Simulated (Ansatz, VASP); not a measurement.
**Cross-check of W between VASP and Ansatz**

Aim: how closely do two programs agree when they are given the same cell, functional and k mesh? The structure shown is the end of the Ansatz relaxation below.

Program: Ansatz 0.2.0. Level of theory: plane waves, with VASP 6.6.1 beside it; single point at PBEsol. Results are calculated unless marked as measured.

**1. The structure**

It takes space group Fm-3m (No. 225, cubic). Conventional cell: a = 3.998 Å, b = 3.998 Å, c = 3.998 Å, α = 90.00°, β = 90.00°, γ = 90.00°. W has 12 W at 2.83 Å nearest.

As a file:

```cif
data_structure
_symmetry_space_group_name_H-M 'Fm-3m'
_symmetry_Int_Tables_number 225
_cell_length_a 3.9976
_cell_length_b 3.9976
_cell_length_c 3.9976
_cell_angle_alpha 90.000
_cell_angle_beta 90.000
_cell_angle_gamma 90.000
_cell_volume 63.89
loop_
_atom_site_label
_atom_site_type_symbol
_atom_site_symmetry_multiplicity
_atom_site_Wyckoff_symbol
_atom_site_fract_x
_atom_site_fract_y
_atom_site_fract_z
_atom_site_occupancy
W1 W 4 a 0.00000 0.00000 0.00000 1
```

**2. Ansatz: relaxation, PBEsol**

Ansatz runs on its PAW soft_1 files.

This run makes the geometry at which the two programs are then compared.

input.yaml reads:

```yaml
crystal:
  lattice:
    - [2.826508, 0.0, 0.0]
    - [-1.413254, 2.447827732, 0.0]
    - [0.0, 0.0, 6.923501]
  atoms:
    - { symbol: W, position: [0.0, 0.0, 0.0] }
    - { symbol: W, position: [0.3333333, 0.6666667, 0.3333333] }
    - { symbol: W, position: [0.6666667, 0.3333333, 0.6666667] }
kpoints:
  mp_grid: { grid: [18, 18, 7] }
scf:
  occupations: { method: fermi_dirac, width: 0.05 }
hamiltonian:
  xc: pbesol
  pseudopotentials: { kind: paw, azcp: { folder: soft_1 }, xc_functional: pbe }
basis:
  ecutwfc: 600
output:
  forces: true
  stress: true
  write_density: true
  write_potential: true
  elf: true
  volumetric_format: npy
relax:
  f_tol: 0.005
  max_steps: 70
  cell: { stress_tol: 0.02, p_target: 0, fix: [a, b, alpha, beta, gamma] }
```

On the command line:

```sh
$ ansatz run input.yaml --threads 3 --pin off --max-ram 5120MiB --backend cpu --events-out ev --progress --plain --runs-dir out
```

Numbers of over 12 decimals in the logs are rounded to 6 here.

What it wrote:

```text
Engine: ansatz 0.2.0, x86_64-unknown-linux-gnu
Pseudopotentials: kind: paw
Pseudopotential: W, paw, valence charge 14, recommended cutoff 420 eV (normal), soft_1/W.paw.azcp
Functional definition: PBEsol
  exchange = pbesol_x
  correlation = pbesol_c
Crystal: 3 atoms, lattice volume = 47.902 Å³
Basis set: ecut = 600 eV, 1587 PW (Γ), exchange–correlation on 48×48×120 points (8 copies of the dense FFT grid, shifted against one another)
Bands: 26, of which v1, the nominal top of the filled ones, is band 21 counted from 1 (20 counted from 0)
Symmetry: 36 space group operations
Space group: Fm-3m (ITA 225), of the structure as read, at distance tolerance 3.6e-5 Å
k-points: 229 of 2268
Non-local potential: W, projectors of the file, l = 0: 3, l = 1: 2, l = 2: 2, l = 3: 1
PAW form: soft (Blöchl's): semilocal exchange-correlation on the pseudo side does not see the compensation charge
PAW frozen core: W, regenerated for the run's functional, and the local potential with it (the file was generated under x = pbe(κ = 0.804, μ = 0.219515), c = pbe(β = 0.066725))
PAW one-centre angular grid: W, 590 points (default); XC on 64 Gauss nodes
Initial density: superposition of atomic densities (chi_scale 0.1, normalization cell)
Initial wavefunctions: pseudopotential atomic-orbital guess
Functional: x = pbesol(κ = 0.804, μ = 0.123457), c = pbesol(β = 0.046)
SCF iter   1: F=—  HF=-30771.898026 eV  |F-HF|=—  |Δ(HF+E_count)|=         —  Δρ=5.83e-2  dr2=1.53e0  ethr=3.10e-3  ⟨swp⟩=5.1  Hψ=21182  notcnv=0
preconditioner: auto → Kerker (q_TF=auto, 2.669 Å⁻¹)  [metal: Δε(μ)=0.012 eV  Ē_g=5.267 eV  σ=0.050 eV  W_gap=0.06  n_scr=10 (ndim 8)  ℏωp=22.8 eV  f_vac=0.000  D(μ)=3.70/eV (n_scr^D=38)]
SCF iter   2: F=—  HF=-30771.489496 eV  |F-HF|=—  |Δ(HF+E_count)|=   4.09e-1  Δρ=3.48e-2  dr2=5.32e-1  ethr=3.10e-3  ⟨swp⟩=2.0  Hψ=8742  notcnv=0  defer=9
SCF iter   3: F=—  HF=-30771.280071 eV  |F-HF|=—  |Δ(HF+E_count)|=   2.09e-1  Δρ=2.55e-3  dr2=1.23e-3  ethr=1.27e-3  ⟨swp⟩=3.0  Hψ=11338  notcnv=0  defer=9
SCF iter   4: F=—  HF=-30771.280440 eV  |F-HF|=—  |Δ(HF+E_count)|=   3.68e-4  Δρ=4.03e-4  dr2=5.99e-5  ethr=2.93e-6  ⟨swp⟩=2.1  Hψ=11029  notcnv=0  defer=9
SCF iter   5: F=—  HF=-30771.280408 eV  |F-HF|=—  |Δ(HF+E_count)|=   3.20e-5  Δρ=5.50e-5  dr2=7.59e-7  ethr=1.43e-7  ⟨swp⟩=2.0  Hψ=8000  notcnv=0  defer=9
SCF iter   6: F=-30771.280408 eV  HF=-30771.280408 eV  |F-HF|=6.62e-9  |Δ(HF+E_count)|=   1.18e-8  Δρ=7.33e-6  dr2=1.90e-8  ethr=2.38e-10  ⟨swp⟩=7.1  Hψ=33695  notcnv=0
SCF 1 converged in 6 iterations: F = -30771.280408 eV  dr2 = 1.90e-8
  greatest PAW one-centre occupation: 0.999 electrons in one spin orbital (limit 2), on the W atom at site 2 (counted from 0), in its partial waves of l = 0
relax step   1: F+E_penalty+E_count = -30771.28040751 eV  Δ(F+E_penalty+E_count) = +0.000e0 eV  max|allowed force component| = 1.062e-29 eV/Å  Δτ_max = 0.0000 Å  P = +0.219 GPa  Ω = 47.902 Å³  fix = [a, b, alpha, beta, gamma]  reactions: a +0.306, b +0.306 GPa  (6 SCF iters, dr2 threshold 1.00e-7 eV, accepted)
[...]
relax step   2: F+E_penalty+E_count = -30771.28040941 eV  Δ(F+E_penalty+E_count) = -1.903e-6 eV  max|allowed force component| = 1.399e-29 eV/Å  Δτ_max = 0.0000 Å  P = +0.136 GPa  Ω = 47.915 Å³  energy of the carried Pulay correction = -5.698e-7 eV  fix = [a, b, alpha, beta, gamma]  reactions: a +0.196, b +0.196 GPa  (6 SCF iters, accepted)
[...]
relax step   3: F+E_penalty+E_count = -30771.28040988 eV  Δ(F+E_penalty+E_count) = -4.695e-7 eV  max|allowed force component| = 5.323e-29 eV/Å  Δτ_max = 0.0000 Å  P = +0.136 GPa  Ω = 47.915 Å³  fix = [a, b, alpha, beta, gamma]  reactions: a +0.196, b +0.196 GPa  stress off target by 1.52e-2 GPa on what of the cell is left free  SCF on the basis re-selected at this cell (its energy is not comparable with the rows above)  (7 SCF iters)
basis re-selected at this cell: Δ(F+E_penalty+E_count) = -4.695e-7 eV, ΔP = +0.000 GPa vs the last step (what re-selecting the basis moved, of the pressure what is left beyond the Pulay correction that the steps carried, after the strain that the cell walked since its last selection, with what the two solves' SCF thresholds leave and, on support functions, any second-order correction that the steps lacked; it is no m [...]
SCF converged after 7 iterations
Free energy (F): -30771.280410 eV
Harris-Foulkes:  -30771.280410 eV  (|F-HF|=0.00e0)
Internal energy: -30771.249849 eV  (E = F + TS)
E sigma→0 (E₀):  -30771.265130 eV
Entropy (-TS):   -0.030561 eV (-10.187 meV/atom)
Fermi energy:    21.570869 eV
--- Per-component energies (eV) ---
  E_band       = -262.786630
  E_kinetic    = 1266.702562
  E_local      = -1653.135419  (includes V_loc(G=0)·N_el)
  E_nonlocal   = -67.812534
  E_hartree    = 689.410354
  E_xc         = -797.688293
  E_vxc        = -693.277646  (∫ρ·V_xc dr)
  E_paw        = -25354.040222  (= ΣΔE_a)
  E_vpaw       = -494.084397  (= ΣTr[D̂ρ^β])
  E_aug_tail   = 0.000097  (compensation charges beyond the density's cutoff)
  E_ewald      = -4855.351968
  E_core_change = 0.665573  (= ΣΔE_core)
  E_smearing   = -0.030561  (= −TS)
  E_closure    = -0.000000  (closes the sum)
  Σ components = -30771.280410   (vs F -30771.280410, Δ=0.00e0)
--- Forces (eV/Å), atoms counted from 1 ---
  atom   1  W     -0.00000000     0.00000000     0.00000000
  atom   2  W     -0.00000000    -0.00000000    -0.00000000
  atom   3  W      0.00000000     0.00000000    -0.00000000
  max |Σ_I F_I| component: 2.17e-29 eV/Å
--- Stress (GPa, compression-positive) ---
        0.195902       0.000000       0.000000
        0.000000       0.195902       0.000000
        0.000000       0.000000       0.015173
  P = ⅓ Tr σ = 0.1357 GPa (1.357 kbar)
--- Band table (eV; the first three rows and the last of 229) ---
  k-point 0: bands = [... 17 lower, 20.9788, 20.9840, 20.9840, 21.1378, 21.1378, 21.1378, 21.1378, 24.2278, ... 1 higher]
  k-point 1: bands = [... 17 lower, 20.9579, 20.9579, 21.0334, 21.0334, 21.1096, 21.3247, 21.3247, 24.1810, ... 1 higher]
  k-point 2: bands = [... 17 lower, 20.8220, 20.8220, 21.1678, 21.1678, 21.4568, 21.4568, 21.8025, 24.0660, ... 1 higher]
  k-point 228: bands = [... 17 lower, 18.4623, 20.0997, 20.0997, 20.0997, 23.0091, 23.0091, 23.0091, 26.2908, ... 1 higher]
--- Relaxed structure (2 steps of the walk, 2 accepted, 1 SCFs on fresh bases) ---
  F+E_penalty+E_count = -30771.28040988 eV   max|allowed force component| = 5.323e-29 eV/Å   (the final SCF, on the basis selected at the relaxed cell)
  cell:  # Å, volume = 47.9154 Å³
    - [2.826508, 0, 0]
    - [-1.413254, 2.447827732, 0]
    - [0, 0, 6.925390]
  atoms:
    - { symbol: W, position: [0, 0, 0] }
    - { symbol: W, position: [0.333333, 0.666667, 0.333333] }
    - { symbol: W, position: [0.666667, 0.333333, 0.666667] }
```

**3. VASP: single point, PBEsol, pair 1**

The same cell, functional, mesh and smearing now go to VASP, with its own data sets.

Lines of VASP's logs that name or quote its potential files are left out, and so is its time.

INCAR reads:

```
SYSTEM = W
PREC = Accurate
ENCUT = 600
EDIFF = 1E-06
NELM = 120
ISMEAR = -1
SIGMA = 0.05
LREAL = .FALSE.
ALGO = Normal
GGA = PS
NBANDS = 15
LASPH = .TRUE.
LORBIT = 11
LWAVE = .FALSE.
LCHARG = .FALSE.
ISIF = 2
GGA_COMPAT = .FALSE.
KPAR = 2
```

POSCAR reads:

```
W
1.0
    2.8265080000      0.0000000000      0.0000000000
   -1.4132540000      2.4478277320      0.0000000000
    0.0000000000      0.0000000000      6.9253901358
W
3
Direct
    0.0000000000      0.0000000000      0.0000000000
    0.3333333333      0.6666666667      0.3333333333
    0.6666666667      0.3333333333      0.6666666667
```

KPOINTS reads:

```
Automatic mesh
0
Gamma
18 18 7
0 0 0
```

The projector-augmented-wave data sets are W (PBE family, release 64).

On the command line:

```sh
$ mpirun -np 2 vasp_std
```

What it wrote:

```text
[banner, memory and clock lines left out]
running    2 mpi-ranks, on    1 nodes
 distrk:  each k-point on    1 cores,    2 groups
 distr:  one band on    1 cores,    1 groups

 POSCAR found type information on POSCAR W
 POSCAR found :  1 types and       3 ions
|                                                                             |
|               ----> ADVICE to this user running VASP <----                  |
|                                                                             |
|     You enforced a specific xc type in the INCAR file but a different       |
|     [... a line on the potential file left out ...]
|     I HOPE YOU KNOW WHAT YOU ARE DOING!                                     |
|                                                                             |

 LDA part: xc-table for (Slater+PW92), standard interpolation
 POSCAR, INCAR and KPOINTS ok, starting setup
 FFT: planning ... GRIDC
 FFT: planning ... GRID_SOFT
 FFT: planning ... GRID
 WAVECAR not read
 entering main loop
       N       E                     dE             d eps       ncg     rms          rms(c)
DAV:   1     0.664743677218E+02    0.66474E+02   -0.86355E+03  6870   0.120E+03
DAV:   2    -0.364258610088E+02   -0.10290E+03   -0.96267E+02  8621   0.296E+02
DAV:   3    -0.421223137752E+02   -0.56965E+01   -0.53454E+01 10105   0.539E+01
DAV:   4    -0.422474199000E+02   -0.12511E+00   -0.12454E+00  7840   0.907E+00
DAV:   5    -0.422505685958E+02   -0.31487E-02   -0.31464E-02 10109   0.114E+00    0.350E+01
DAV:   6    -0.407257560968E+02    0.15248E+01   -0.12703E+00  7799   0.727E+00    0.175E+01
DAV:   7    -0.401600281126E+02    0.56573E+00   -0.13849E+00  8557   0.760E+00    0.483E-01
DAV:   8    -0.401555172025E+02    0.45109E-02   -0.12631E-02  8861   0.720E-01    0.242E-01
DAV:   9    -0.401551315406E+02    0.38566E-03   -0.60153E-04  9658   0.124E-01    0.452E-02
DAV:  10    -0.401551425203E+02   -0.10980E-04   -0.24197E-05  9459   0.373E-02    0.230E-02
DAV:  11    -0.401551392620E+02    0.32583E-05   -0.32248E-06  7920   0.129E-02    0.291E-03
DAV:  12    -0.401551394049E+02   -0.14285E-06   -0.42070E-08  5451   0.153E-03
   1 F= -.40155139E+02 E0= -.40139809E+02  d E =-.306600E-01
```

Parts of OUTCAR (step 3):

```text
ion  position               nearest neighbor table
   1  0.000  0.000  0.000-   2 2.83   3 2.83   3 2.83   2 2.83   3 2.83   2 2.83
   2  0.333  0.667  0.333-   1 2.83   1 2.83   1 2.83   3 2.83   3 2.83   3 2.83
   3  0.667  0.333  0.667-   1 2.83   1 2.83   1 2.83   2 2.83   2 2.83   2 2.83

  LATTYP: Found a hexagonal cell.
 ALAT       =     2.8265080000
 C/A-ratio  =     2.4501576276

 Subroutine GETGRP returns: Found 12 space group operations
 (whereof 12 operations were pure point group operations)

The static configuration has the point symmetry D_3d.

 Found    229 irreducible k-points:

   k-points           NKPTS =    229   k-points in BZ     NKDIM =    229   number of bands    NBANDS=     15

   dimension x,y,z NGX =    24 NGY =   24 NGZ =   56
   dimension x,y,z NGXF=    48 NGYF=   48 NGZF=  112

   ENCUT  =  600.0 eV  44.10 Ry    6.64 a.u.   5.65  5.65 13.83*2*pi/ulx,y,z

   NELECT =      18.0000    total number of electrons

 k-points in reciprocal lattice and weights: Automatic mesh
   0.00000000  0.00000000  0.00000000       0.000
   0.05555556  0.00000000  0.00000000       0.003
   0.11111111  0.00000000  0.00000000       0.003
   0.16666667  0.00000000  0.00000000       0.003
   0.22222222  0.00000000  0.00000000       0.003
   0.27777778  0.00000000  0.00000000       0.003
   0.33333333  0.00000000  0.00000000       0.003
   0.38888889  0.00000000  0.00000000       0.003
   0.44444444  0.00000000  0.00000000       0.003
[...]
-0.27777778 -0.38888889  0.42857143       0.005
   0.33333333  0.33333333  0.42857143       0.002

 average (electrostatic) potential at core
       1 -37.7094       2 -37.7094       3 -37.7094

 E-fermi :   7.0791

 k-point     1 :       0.0000    0.0000    0.0000
  band No.  band energies     occupation
    ...
      8       6.4929      1.99998
      9       6.6482      1.99964
     10       6.6482      1.99964
     11       6.6482      1.99964
     12       6.6482      1.99964
     13       9.7179      0.00000
     14       9.7179      0.00000
     15      10.8019      0.00000

 k-point     2 :       0.0556    0.0000    0.0000
  band No.  band energies     occupation
    ...
      8       6.5488      1.99995
      9       6.5489      1.99995
     10       6.5599      1.99994
     11       6.7271      1.99825
     12       6.7872      1.99419
     13       9.6129      0.00000
     14       9.7124      0.00000
     15      10.3336      0.00000

 k-point     3 :       0.1111    0.0000    0.0000
  band No.  band energies     occupation
    ...
      7       6.1964      2.00000
      8       6.2296      2.00000
      9       6.7197      1.99849
     10       6.7416      1.99766
     11       7.0078      1.61234
     12       7.1457      0.41786
     13       9.3358      0.00000
     14       9.7194      0.00000
     15       9.8736      0.00000

  Total       -0.6970297     -0.6970297     -0.7659572      0.0000000     -0.0000000      0.0000000
  in kB      -23.3070097    -23.3070097    -25.6117804      0.0000000     -0.0000000      0.0000000
  external PRESSURE =     -24.0752666 kB  Pullay stress =       0.0000000 kB

  energy-cutoff  :      600.00
  volume of cell :       47.92
      direct lattice vectors                 reciprocal lattice vectors
     2.826508000  0.000000000  0.000000000     0.353793444  0.204262740  0.000000000
    -1.413254000  2.447827732  0.000000000     0.000000000  0.408525480  0.000000000
     0.000000000  0.000000000  6.925390136     0.000000000  0.000000000  0.144396197

 POSITION                                       TOTAL-FORCE (eV/Angst)
 -----------------------------------------------------------------------------------
      0.00000      0.00000      0.00000         0.000000      0.000000     -0.000000
     -0.00000      1.63189      2.30846        -0.000000      0.000000     -0.000000
      1.41325      0.81594      4.61693         0.000000     -0.000000      0.000000
 -----------------------------------------------------------------------------------
    total drift:                               -0.000000      0.000000      0.000000

  FREE ENERGIE OF THE ION-ELECTRON SYSTEM (eV)
  ---------------------------------------------------
  free  energy   TOTEN  =       -40.1551394049 eV

  energy  without entropy=      -40.1244793590  energy(sigma->0) =      -40.13980938

 total charge
# of ion       s       p       d       tot
------------------------------------------
    1        0.690   0.686   4.160   5.536
    2        0.690   0.686   4.160   5.536
    3        0.690   0.686   4.160   5.536
--------------------------------------------------
tot          2.069   2.058  12.481  16.609

[... 3 further parts left out ...]
```

The data set W keeps the semicore shell frozen, which is cheaper and a little less accurate.

**4. Side by side**

Known differences besides the potentials themselves: the data sets hold 42 valence electrons in Ansatz (on its PAW soft_1 files) and 18 in VASP; Ansatz makes its cores anew for this functional, VASP keeps those of its PBE data sets; Ansatz's pressure holds a Pulay correction, VASP's none. Total energies have different zeros and are not compared.

The two programs side by side:

```csv
quantity,Ansatz,VASP,difference
pressure (GPa),0.14,-2.41,+2.54
```

**5. Further runs**

Further runs change the set-up of one program: Ansatz's method, potentials or start, or VASP's data sets, cutoff or form of LDA. The table gives that difference for each run.

```csv
run,pressure (GPa)
as above,2.5
VASP with the data sets W_sv and a cutoff of 500 eV,-0.61
```

**6. Ansatz: relaxation, PBEsol**

This run makes the geometry at which the two programs are then compared. The cell compared in this pair holds 47.55 Å³, against 47.92 Å³ for the pair before.

The structure compared here is the end of the Ansatz relaxation.

input.yaml, as its differences from that of step 2:

```diff
@@ -2,5 +2,5 @@
   lattice:
-    - [2.826508, 0.0, 0.0]
-    - [-1.413254, 2.447827732, 0.0]
-    - [0.0, 0.0, 6.923501]
+    - [2.74171276, 0.0, 0.0]
+    - [-1.37085638, 2.3743929, 0.0]
+    - [0.0, 0.0, 7.048124018]
   atoms:
```

On the command line:

```sh
$ ansatz run input.yaml --threads 3 --pin off --max-ram 5120MiB --backend cpu --events-out ev --progress --plain --runs-dir out
```

What it wrote:

```text
[...]
Crystal: 3 atoms, lattice volume = 45.883 Å³
Basis set: ecut = 600 eV, 1553 PW (Γ), exchange–correlation on 48×48×120 points (8 copies of the dense FFT grid, shifted against one another)
Bands: 26, of which v1, the nominal top of the filled ones, is band 21 counted from 1 (20 counted from 0)
Symmetry: 36 space group operations
[...]
k-points: 229 of 2268
[...]
--- Relaxed structure (4 steps of the walk, 4 accepted, 1 SCFs on fresh bases) ---
[...]
cell:  # Å, volume = 47.5491 Å³
    - [2.741713, 0, 0]
    - [-1.370856, 2.374393, 0]
    - [0, 0, 7.304124]
  atoms:
    - { symbol: W, position: [0, 0, 0] }
    - { symbol: W, position: [0.333333, 0.666667, 0.333333] }
    - { symbol: W, position: [0.666667, 0.333333, 0.666667] }
[key lines of the parts left out:]
SCF converged after 8 iterations
Free energy (F): -30771.297295 eV
Fermi energy:    21.873449 eV
P = ⅓ Tr σ = 4.1167 GPa (41.167 kbar)
```

**7. VASP: single point, PBEsol, pair 2**

The same cell, functional, mesh and smearing now go to VASP, with its own data sets.

INCAR is that of step 3.

POSCAR reads:

```
W
1.0
    2.7417127600      0.0000000000      0.0000000000
   -1.3708563800      2.3743929000      0.0000000000
    0.0000000000      0.0000000000      7.3041242750
W
3
Direct
    0.0000000000      0.0000000000      0.0000000000
    0.3333333333      0.6666666667      0.3333333333
    0.6666666667      0.3333333333      0.6666666667
```

KPOINTS is that of step 3.

On the command line:

```sh
$ mpirun -np 2 vasp_std
```

What it wrote:

```text
[banner, memory and clock lines left out]
running    2 mpi-ranks, on    1 nodes
[...]
[... a notice as in an earlier step ...]

 LDA part: xc-table for (Slater+PW92), standard interpolation
 POSCAR, INCAR and KPOINTS ok, starting setup
[...]
entering main loop
       N       E                     dE             d eps       ncg     rms          rms(c)
DAV:   1     0.669800991644E+02    0.66980E+02   -0.86578E+03  6878   0.120E+03
DAV:   2    -0.362567249744E+02   -0.10324E+03   -0.96550E+02  8613   0.298E+02
DAV:   3    -0.421146833295E+02   -0.58580E+01   -0.55125E+01 10292   0.543E+01
DAV:   4    -0.422392520887E+02   -0.12457E+00   -0.12431E+00  7591   0.897E+00
[...]
DAV:  10    -0.401851474740E+02   -0.14646E-04   -0.33592E-05  9219   0.439E-02    0.327E-02
DAV:  11    -0.401851458586E+02    0.16154E-05   -0.36939E-06  7920   0.126E-02    0.497E-03
DAV:  12    -0.401851459503E+02   -0.91647E-07   -0.87549E-08  5227   0.245E-03
   1 F= -.40185146E+02 E0= -.40174918E+02  d E =-.204550E-01
```

OUTCAR, selected parts (step 7):

```text
  Total        0.9525590      0.9525590     -0.6187144      0.0000000      0.0000000      0.0000000
  in kB       32.0966565     32.0966565    -20.8476991      0.0000000      0.0000000      0.0000000
  external PRESSURE =      14.4485380 kB  Pullay stress =       0.0000000 kB

 POSITION                                       TOTAL-FORCE (eV/Angst)
 -----------------------------------------------------------------------------------
      0.00000      0.00000      0.00000        -0.000000     -0.000000      0.000000
     -0.00000      1.58293      2.43471        -0.000000     -0.000000      0.000000
      1.37086      0.79146      4.86942         0.000000      0.000000     -0.000000
 -----------------------------------------------------------------------------------
    total drift:                               -0.000000      0.000000      0.000000

  FREE ENERGIE OF THE ION-ELECTRON SYSTEM (eV)
  ---------------------------------------------------
  free  energy   TOTEN  =       -40.1851459503 eV

  energy  without entropy=      -40.1646909839  energy(sigma->0) =      -40.17491847

[... 1 part as in an earlier step ...]

[... 2 further parts left out ...]
[key lines of the parts left out:]
E-fermi :   7.2765
```

The run ends at a pressure of 1.44 GPa.

(Part 1 of 2 ends here.)

[Lines on the potential files, build, host, timing and source positions are cut from VASP's logs without a mark.]

[Logs are printed without paths, hosts, clocks, repeated set-up lines and the standing remarks that a program may print on its own settings, such as how far it seeks lower states.]

[Hosts, paths, dates, database ids (printed as entryN), source tags and the programs' standing remarks are cut or masked in the printed files.]
